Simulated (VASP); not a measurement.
A run of VASP 6.6.1 is set up as follows.

POSCAR

```
Ba2TeS
1.0
    4.6024070790      0.0000000000      0.0000000000
    0.0000000000      4.6024070790      0.0000000000
    0.0000000000      0.0000000000      6.5146466171
S Ba Te
1 2 1
Direct
    0.0000000000      0.0000000000      0.0000000000
    0.0000000000      0.0000000000      0.5000000000
    0.5000000000      0.5000000000      0.0000000000
    0.5000000000      0.5000000000      0.5000000000
```

INCAR.step1

```
PREC = Accurate ; ENCUT = 520
ISMEAR = 0 ; SIGMA = 0.01
LREAL = F ; LASPH = T
NELM = 100 ; NBANDS = 24
GGA = PE ; ALGO = Normal
EDIFF = 1E-4 ; LWAVE = T
LCHARG = F
```

The input INCAR.step2:

```
PREC = Accurate ; ENCUT = 520
EDIFF = 1E-7 ; ISMEAR = 0
SIGMA = 0.01 ; LREAL = F
LASPH = T ; NELM = 100
ALGO = Normal ; ISIF = 2
LWAVE = F ; LCHARG = F
METAGGA = R2SCAN ; LMIXTAU = T
NBANDS = 24 ; ISTART = 1
```

The input KPOINTS:

```
regular mesh
0
Gamma
  6 6 4
```

Potentials or basis: VASP PAW PBE potentials, release 64 (S, Ba_sv, Te).

Command:

```sh
$ cat potpaw_PBE.64/S/POTCAR potpaw_PBE.64/Ba_sv/POTCAR potpaw_PBE.64/Te/POTCAR > POTCAR
$ cp INCAR.step1 INCAR
$ mpirun -np 1 vasp_std > vasp.out
$ cp INCAR.step2 INCAR
$ mpirun -np 1 vasp_std > vasp.out
```

(1) Predict the band gap on the k mesh.

(2) What does it give for the pressure?

Answers

(1) 1.72 eV, direct.

(2) 6.3 GPa.

Caveat: the PAW data sets were made with another functional, which shifts forces and pressure a little; spin-orbit coupling is left out, which moves the levels of the heavy elements.
